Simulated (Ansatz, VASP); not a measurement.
# C (Graphite) in two plane-wave programs, part 2 of 2

Wanted: the spread between two codes on one cell, functional and k mesh. The cell is taken from a series of runs on this material, whose earlier steps may have relaxed, scaled, displaced or heated it; both programs get it as it stands.

VASP 6.6.1 and Ansatz 0.2.0.

So far: The starting structure; VASP: relaxation of cell and atoms, PBE with D3(BJ); Ansatz: relaxation of cell and atoms, PBE with D3(BJ); Comparison.

## (5) VASP: zone-centre phonons, PBE with D3(BJ)

Level of this step: PBE with D3(BJ); plane waves and PAW (C) (VASP).

Second derivatives magnify differences that forces hide, and they need a tight electronic threshold.

INCAR reads:

```
SYSTEM = C
PREC = Accurate
ENCUT = 600
EDIFF = 1E-08
NELM = 120
ISMEAR = 1
SIGMA = 0.2
LREAL = .FALSE.
ALGO = Normal
GGA = PE
IVDW = 12
NBANDS = 14
LORBIT = 11
LWAVE = .FALSE.
LCHARG = .FALSE.
ISIF = 2
IBRION = 6
NFREE = 2
POTIM = 0.015
NSW = 1
LASPH = .TRUE.
GGA_COMPAT = .FALSE.
KPAR = 2
```

POSCAR reads:

```
C
1.0
    2.4649400654      0.0000000000      0.0000000000
   -1.2324700327      2.1347007155      0.0000000000
    0.0000000000      0.0000000000      6.7388108281
C
4
Direct
    0.0000000000      0.0000000000      0.7500000000
    0.0000000000      0.0000000000      0.2500000000
    0.3333333333      0.6666666667      0.7500000000
    0.6666666667      0.3333333333      0.2500000000
```

KPOINTS reads:

```
Automatic mesh
0
Gamma
24 24 8
0 0 0
```

Potentials, in the order of the species: C (PBE family, release 64).

Run with:

```bash
mpirun -np 2 vasp_std
```

Numbers of over 12 decimals in the logs are rounded to 6 here.

Log:

```text
[... set-up lines as in an earlier step ...]
 entering main loop
       N       E                     dE             d eps       ncg     rms          rms(c)
DAV:   1     0.466439198611E+02    0.46644E+02   -0.87926E+03  8548   0.118E+03
DAV:   2    -0.355583511584E+02   -0.82202E+02   -0.74627E+02 11698   0.219E+02
DAV:   3    -0.391821204258E+02   -0.36238E+01   -0.35927E+01 11156   0.440E+01
DAV:   4    -0.392216146476E+02   -0.39494E-01   -0.39464E-01 10602   0.535E+00
[...]
DAV:  14    -0.368575148598E+02    0.54160E-07   -0.11422E-08 10202   0.844E-04    0.434E-04
DAV:  15    -0.368575148757E+02   -0.15892E-07   -0.94381E-10  7018   0.245E-04    0.323E-05
DAV:  16    -0.368575148774E+02   -0.16178E-08   -0.11090E-10  6340   0.939E-05
   1 F= -.37479684E+02 E0= -.37479607E+02  d E =-.230853E-03
[... from here on, the cycles between the ionic steps are left out ...]
   2 F= -.37473620E+02 E0= -.37473556E+02  d E =-.191659E-03
   3 F= -.37473620E+02 E0= -.37473556E+02  d E =-.191656E-03
   4 F= -.37477802E+02 E0= -.37477726E+02  d E =-.228978E-03
   5 F= -.37477802E+02 E0= -.37477726E+02  d E =-.228978E-03
   6 F= -.37473623E+02 E0= -.37473559E+02  d E =-.192137E-03
   7 F= -.37473623E+02 E0= -.37473559E+02  d E =-.192140E-03
   8 F= -.37477790E+02 E0= -.37477713E+02  d E =-.230554E-03
   9 F= -.37477790E+02 E0= -.37477713E+02  d E =-.230554E-03
 Finite differences progress:
  Degree of freedom:   4/  4
  Displacement:        2/  2
  Total:               8/  8
```

Parts of OUTCAR (step 5):

```text
 Edisp (eV)   -0.62217

  Total       0.04171     0.04171    -0.07104     0.00000     0.00000     0.00000
  in kB       1.88454     1.88454    -3.20975     0.00000     0.00000     0.00000
  external pressure =        0.19 kB  Pullay stress =        0.00 kB

 POSITION                                       TOTAL-FORCE (eV/Angst)
 -----------------------------------------------------------------------------------
      0.00000      0.00000      5.05411         0.000000      0.000000     -0.246675
      0.00000      0.00000      1.68470        -0.000000     -0.000000     -0.003759
     -0.00000      1.42313      5.03911        -0.000000     -0.000000      0.252566
      1.23247      0.71157      1.68470         0.000000      0.000000     -0.002133
 -----------------------------------------------------------------------------------
    total drift:                               -0.000000     -0.000000     -0.000094

  FREE ENERGIE OF THE ION-ELECTRON SYSTEM (eV)
  ---------------------------------------------------
  free  energy   TOTEN  =       -37.4777896456 eV

  energy  without entropy=      -37.4775590917  energy(sigma->0) =      -37.47771279

[... 1 part as in an earlier step ...]

[... 1 further part left out ...]
```

Levels, forces or a CONTCAR printed for this step are those of its last displaced cell, not of the structure at rest.

## (6) Ansatz: zone-centre phonons, PBE with D3(BJ)

The same cell, functional, mesh and smearing now go to Ansatz, which takes its cutoff from its data sets.

The cell is taken from a series of runs on this material, whose earlier steps may have relaxed, scaled, displaced or heated it; both programs get it as it stands.

input.yaml reads:

```yaml
crystal:
  lattice:
    - [2.4649400654, 0.0, 0.0]
    - [-1.2324700327, 2.1347007155, 0.0]
    - [0.0, 0.0, 6.7388108281]
  atoms:
    - { symbol: C, position: [0.0, 0.0, 0.75] }
    - { symbol: C, position: [0.0, 0.0, 0.25] }
    - { symbol: C, position: [0.3333333333, 0.6666666667, 0.75] }
    - { symbol: C, position: [0.6666666667, 0.3333333333, 0.25] }
kpoints:
  mp_grid: { grid: [24, 24, 8] }
hamiltonian:
  xc: pbe
  dispersion: d3bj
scf:
  occupations: { method: methfessel_paxton, width: 0.2 }
output:
  eigenvalues: true
phonons:
  method: dfpt
```

Run with:

```bash
ansatz run input.yaml --threads 8 --pin off --max-ram 14336MiB --backend cpu --events-out ev --progress --plain --runs-dir out
```

Log:

```text
zone centre: on kpoints.mp_grid the ground state, and the responses unless they are solved on pairs of k-points, stand on 785 of the mesh's 4608 k-points, reduced under 4 symmetry operations, with k and −k counted as one. Each operation leaves every solved displacement unchanged or reverses it
[...]
Crystal: 4 atoms, lattice volume = 35.459 Å³
[...]
ASR residual per site (eV/Å²): 1.18e-4 1.18e-4 1.58e-4 1.58e-4
  Γ frequencies (cm⁻¹): 0.00 0.00 0.00 38.33 38.33 119.72 866.53 870.82 1558.62 1558.62 1562.47 1562.47
  non-analytic LO–TO correction: not included (Born effective charges unavailable; polar crystals: no LO–TO splitting at Γ)
[key lines of the parts left out:]
SCF converged after 7 iterations
Free energy (F): -1004.340286 eV
Fermi energy:    6.925483 eV
```

## (7) Side by side

What differs besides the data sets and the points named for the pairs above, as far as they apply: Ansatz takes the dispersion share of the force constants at frozen C6 weights, VASP differentiates the full forces; VASP uses finite displacements, Ansatz perturbation theory. Total energies have different zeros and are not compared.

The two programs side by side:

```tsv
quantity	Ansatz	VASP	difference
optical mode 1 to 2 (cm⁻¹)	38.3	39.4	-1.1
optical mode 3 (cm⁻¹)	119.7	123.2	-2.86 %
optical mode 4 (cm⁻¹)	866.5	865.2	+0.16 %
optical mode 5 (cm⁻¹)	870.8	869.5	+0.15 %
optical mode 6 to 7 (cm⁻¹)	1558.6	1560.4	-0.11 %
optical mode 8 to 9 (cm⁻¹)	1562.5	1564.2	-0.11 %
```

Modes are paired by rising frequency, not by their patterns, so a pair may set unlike modes beside each other; they are those without the splitting of longitudinal modes.

## (8) Outcome

```
difference in edge c after relaxation, in the typed setting (relaxation of cell and atoms, PBE with D3(BJ))                   : 0.80 %
r.m.s. difference of the optical zone-centre modes, each program's sorted by frequency (zone-centre phonons, PBE with D3(BJ)) : 1.8 cm⁻¹
difference in optical mode 3 (zone-centre phonons, PBE with D3(BJ))                                                           : -2.9 %
```

**Reading.** The difference in edge c after relaxation, in the typed setting is 0.80 % (relaxation of cell and atoms, PBE with D3(BJ)), within the 1.2 % picked in this series as the mark of a large difference, as far as the stopping tolerances let one tell. Among the rows given in per cent, the largest difference of the zone-centre phonons, PBE with D3(BJ) pair is in optical mode 3, -2.9 %. How closely two codes agree says nothing of how well the functional describes the real material.

[Lines on the potential files, build, host, timing and source positions are cut from VASP's logs without a mark.]

[Logs are printed without paths, hosts, clocks, repeated set-up lines and the standing remarks that a program may print on its own settings, such as how far it seeks lower states.]

[Hosts, paths, dates, database ids (printed as entryN), source tags and the programs' standing remarks are cut or masked in the printed files.]
